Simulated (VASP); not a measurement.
# SiHF₃: training a force field on the fly

SiHF₃, molecule in box, 5 atoms in the cell. PBE, machine-learned force field trained on the fly; PAW potentials F, Si, H (PBE set).

## Input

INCAR.step1:
```
SYSTEM = SiHF3
ALGO     = Fast           ! electronic algorithm
ANDERSEN_PROB= 0.1          
EDIFF    = 1E-5           ! SCF threshold, eV
ENCUT    = 400            ! plane-wave cutoff, eV
IBRION   = 0              ! ionic algorithm
ISIF     = 2              ! what is computed and relaxed
ISMEAR   = 0              ! smearing method
ISYM     = 0            
LCHARG   = .False.        ! write CHGCAR
LREAL    = .False.        ! projectors in reciprocal space
LWAVE    = .False.        ! write WAVECAR
MDALGO   = 1            
ML_CTIFOR= 1E-6         
ML_ICRITERIA= 0            
ML_LMLFF = .True.       
ML_MODE  = train        
ML_NMDINT= 1            
ML_WTSIF = 1E-10        
NELM     = 100            ! most SCF steps
NELMIN   = 4            
NSW      = 160            ! ionic steps
POTIM    = 0.7            ! step
PREC     = Normal         ! precision mode
RANDOM_SEED= 492008 0 0   
SIGMA    = 0.05           ! smearing width, eV
TEBEG    = 300           
```

INCAR.step2, as INCAR.step1 but for:
```
- ANDERSEN_PROB = 0.1
- MDALGO = 1
- ML_CTIFOR = 1E-6
- ML_ICRITERIA = 0
- ML_NMDINT = 1
- NSW = 160
- RANDOM_SEED = 492008 0 0
- TEBEG = 300
+ LANGEVIN_GAMMA = 10 10 10
+ MDALGO = 3
+ ML_CTIFOR = 0.02
+ ML_NMDINT = 2
+ NSW = 2000
+ RANDOM_SEED = 959275 0 0
+ TEBEG = 180
+ TEEND = 375
```

INCAR.step3:
```
SYSTEM = SiHF3
ALGO     = Fast           ! electronic algorithm
EDIFF    = 1E-5           ! SCF threshold, eV
ENCUT    = 400            ! plane-wave cutoff, eV
ISMEAR   = 0              ! smearing method
ISYM     = 0            
LCHARG   = .False.        ! write CHGCAR
LREAL    = .False.        ! projectors in reciprocal space
LWAVE    = .False.        ! write WAVECAR
ML_LMLFF = .True.       
ML_MODE  = refit        
ML_WTSIF = 1E-10        
NELM     = 100            ! most SCF steps
NELMIN   = 4            
PREC     = Normal         ! precision mode
SIGMA    = 0.05           ! smearing width, eV
```

INCAR.step4:
```
SYSTEM = SiHF3
ENCUT    = 400            ! plane-wave cutoff, eV
IBRION   = -1             ! ionic algorithm
ISMEAR   = 0              ! smearing method
ISYM     = 0            
LCHARG   = .False.        ! write CHGCAR
LWAVE    = .False.        ! write WAVECAR
ML_LMLFF = .True.       
ML_MODE  = run          
NSW      = 0              ! ionic steps
NWRITE   = 2            
PREC     = Normal         ! precision mode
SIGMA    = 0.05           ! smearing width, eV
```

INCAR.step5:
```
SYSTEM = SiHF3
ALGO     = Fast           ! electronic algorithm
EDIFF    = 1E-5           ! SCF threshold, eV
ENCUT    = 400            ! plane-wave cutoff, eV
ISMEAR   = 0              ! smearing method
ISYM     = 0            
LCHARG   = .False.        ! write CHGCAR
LREAL    = .False.        ! projectors in reciprocal space
LWAVE    = .False.        ! write WAVECAR
NELM     = 100            ! most SCF steps
NELMIN   = 4            
PREC     = Normal         ! precision mode
SIGMA    = 0.05           ! smearing width, eV
```

INCAR.step6:
```
SYSTEM = SiHF3
EDIFFG   = -2E-4          ! ionic threshold
ENCUT    = 400            ! plane-wave cutoff, eV
IBRION   = 2              ! ionic algorithm
ISIF     = 2              ! what is computed and relaxed
ISMEAR   = 0              ! smearing method
ISYM     = 0            
LCHARG   = .False.        ! write CHGCAR
LWAVE    = .False.        ! write WAVECAR
ML_LMLFF = .True.       
ML_MODE  = run          
NSW      = 300            ! ionic steps
NWRITE   = 0            
PREC     = Normal         ! precision mode
SIGMA    = 0.05           ! smearing width, eV
```

KPOINTS:
```
k-points
0
Gamma
  1 1 1
```

POSCAR.step1:
```
SiHF3
1.0
    8.5000000000      0.0000000000      0.0000000000
    0.0000000000      9.0000000000      0.0000000000
    0.0000000000      0.0000000000      8.5000000000
F Si H
3 1 1
Direct
    0.3943235300      0.4898611100      0.6328529400
    0.3766764700      0.6413722300      0.3800882300
    0.3885823500      0.3586277700      0.3671470600
    0.4517117700      0.4991833300      0.4571941200
    0.6233235300      0.5059277700      0.4497470600
```

Commands (each step's output is kept before the next begins):
```
cat potpaw_PBE.64/F/POTCAR potpaw_PBE.64/Si/POTCAR potpaw_PBE.64/H/POTCAR > POTCAR
cp INCAR.step1 INCAR
cp POSCAR.step1 POSCAR
mpirun -np 4 vasp_gam > vasp.out
cp ML_ABN ../ML_AB
cp CONTCAR POSCAR
cp ../ML_AB ML_AB
cp INCAR.step2 INCAR
mpirun -np 4 vasp_gam > vasp.out
cp ML_ABN ../ML_AB
cp CONTCAR POSCAR
cp ../ML_AB ML_AB
cp INCAR.step3 INCAR
mpirun -np 4 vasp_gam > vasp.out
cp ML_FFN ../ML_FF
cp ../ML_FF ML_FF
rm ML_AB
cp INCAR.step4 INCAR
mpirun -np 4 vasp_gam > vasp.out
cp INCAR.step5 INCAR
mpirun -np 4 vasp_gam > vasp.out
cp INCAR.step6 INCAR
mpirun -np 4 vasp_gam > vasp.out
cp CONTCAR ../POSCAR.min
cp CONTCAR POSCAR
cp INCAR.step5 INCAR
mpirun -np 4 vasp_gam > vasp.out
cp INCAR.step4 INCAR
mpirun -np 4 vasp_gam > vasp.out
```

## Result

- Force error of the fit (eV/Å): 0.004
- Energy error of the fit (eV/atom): 0.0000

The training runs are MD at 180 to 375 K, 1.5 ps in all.

Between the relaxed minimum and a frame of the training run, the force field gives 0.071 eV and DFT 0.073 eV.

ML_LOGFILE.step1:
```
# STATUS This line describes the overall status of each step.
# STATUS
# STATUS nstep ..... MD time step or input structure counter
# STATUS state ..... One-word description of step action
# STATUS             - "accurate"  (1) : Errors are low, force field is used
# STATUS             - "threshold" (2) : Errors exceeded threshold, structure is sampled from ab initio
# STATUS             - "learning"  (3) : Stored configurations are used for training force field
# STATUS             - "critical"  (4) : Errors are high, ab initio sampling and learning is enforced
# STATUS             - "predict"   (5) : Force field is used in prediction mode only, no error checking
# STATUS             - "predfast"  (6) : Prediction mode only, no error checking, no error estimates
# STATUS             - "interval"  (7) : Errors exceeded threshold, but too close to last sampling (ML_NMDINT)
# STATUS is ........ Integer representation of above one-word description (integer in parenthesis)
# STATUS doabin .... Perform ab initio calculation (T/F)
# STATUS iff ....... Force field available (T/F, False after startup hints to possible convergence problems)
[... 34 lines left out ...]
BEEF                  157   4.33339215E-06   2.76025592E-03   1.22362045E-03   1.00000000E-06   6.65610380E-02   3.55871469E-02
BEEF                  158   4.37033878E-06   2.87326239E-03   1.24832525E-03   1.00000000E-06   6.37068320E-02   3.45524678E-02
BEEF                  159   4.58493968E-06   3.22747435E-03   1.39673153E-03   1.00000000E-06   6.20408101E-02   3.41756880E-02
BEEF                  160   5.17866996E-06   3.74998106E-03   1.68192032E-03   1.00000000E-06   6.09584670E-02   3.41499908E-02
ERR                   157   6.11639104E-05   7.28170674E-03   6.49214892E+00
ERR                   158   6.12365265E-05   7.19191326E-03   6.48769403E+00
ERR                   159   6.01343521E-05   7.14123712E-03   6.47257519E+00
ERR                   160   5.80863757E-05   7.13022214E-03   6.42891319E+00
```

ML_LOGFILE.step2:
```
# STATUS This line describes the overall status of each step.
# STATUS
# STATUS nstep ..... MD time step or input structure counter
# STATUS state ..... One-word description of step action
# STATUS             - "accurate"  (1) : Errors are low, force field is used
# STATUS             - "threshold" (2) : Errors exceeded threshold, structure is sampled from ab initio
# STATUS             - "learning"  (3) : Stored configurations are used for training force field
# STATUS             - "critical"  (4) : Errors are high, ab initio sampling and learning is enforced
# STATUS             - "predict"   (5) : Force field is used in prediction mode only, no error checking
# STATUS             - "predfast"  (6) : Prediction mode only, no error checking, no error estimates
# STATUS             - "interval"  (7) : Errors exceeded threshold, but too close to last sampling (ML_NMDINT)
# STATUS is ........ Integer representation of above one-word description (integer in parenthesis)
# STATUS doabin .... Perform ab initio calculation (T/F)
# STATUS iff ....... Force field available (T/F, False after startup hints to possible convergence problems)
[... 28 lines left out ...]
STATUS               1999  accurate  1      F      T      1999      1999
STATUS               2000  accurate  1      F      T      2000      2000
SPRSC                   0       160       160 F         63        63 Si        25        25 H         27        27
BEEF                 1997   3.32919471E-05   3.96099778E-03   2.02931095E-03   2.00000000E-02   5.19951162E-02   2.96542479E-02
BEEF                 1998   3.37452481E-05   3.96802507E-03   2.03703274E-03   2.00000000E-02   5.29315546E-02   2.99751365E-02
BEEF                 1999   3.41502916E-05   3.99761144E-03   2.04189627E-03   2.00000000E-02   5.37260506E-02   3.02019420E-02
BEEF                 2000   3.45296138E-05   4.02958537E-03   2.05066979E-03   2.00000000E-02   5.44419607E-02   3.03917394E-02
ERR                     0   5.81625126E-05   7.13631330E-03   6.43191600E+00
```

ML_LOGFILE.step3:
```
# STATUS This line describes the overall status of each step.
# STATUS
# STATUS nstep ..... MD time step or input structure counter
# STATUS state ..... One-word description of step action
# STATUS             - "accurate"  (1) : Errors are low, force field is used
# STATUS             - "threshold" (2) : Errors exceeded threshold, structure is sampled from ab initio
# STATUS             - "learning"  (3) : Stored configurations are used for training force field
# STATUS             - "critical"  (4) : Errors are high, ab initio sampling and learning is enforced
# STATUS             - "predict"   (5) : Force field is used in prediction mode only, no error checking
# STATUS             - "predfast"  (6) : Prediction mode only, no error checking, no error estimates
# STATUS             - "interval"  (7) : Errors exceeded threshold, but too close to last sampling (ML_NMDINT)
# STATUS is ........ Integer representation of above one-word description (integer in parenthesis)
# STATUS doabin .... Perform ab initio calculation (T/F)
# STATUS iff ....... Force field available (T/F, False after startup hints to possible convergence problems)
[... 20 lines left out ...]
# BEEF bee_ave_stress ... Bayesian error estimate of stresses (average) (kB)
# BEEF              nstep       bee_energy    bee_max_force    bee_ave_force        threshold   bee_max_stress   bee_ave_stress
# BEEF                  2                3                4                5                6                7                8
# SPRSC This line shows the results of sparsification regarding the number
# SPRSC of reference structures and local reference configurations.
# SPRSC
STATUS                  0  learning  3      T      F         0         0
STATUS                  1  accurate  1      F      T         1         1
SPRSC                   0       160       160 F         63        63 Si        25        25 H         27        27
ERR                     0   3.97088653E-05   3.65498937E-03   6.43852826E+00
```

Limits: the nuclei move classically.

VASP 6.6.1 took 325 s on 4 cores (Intel Xeon Platinum 8488C (Sapphire Rapids)), a shared host.
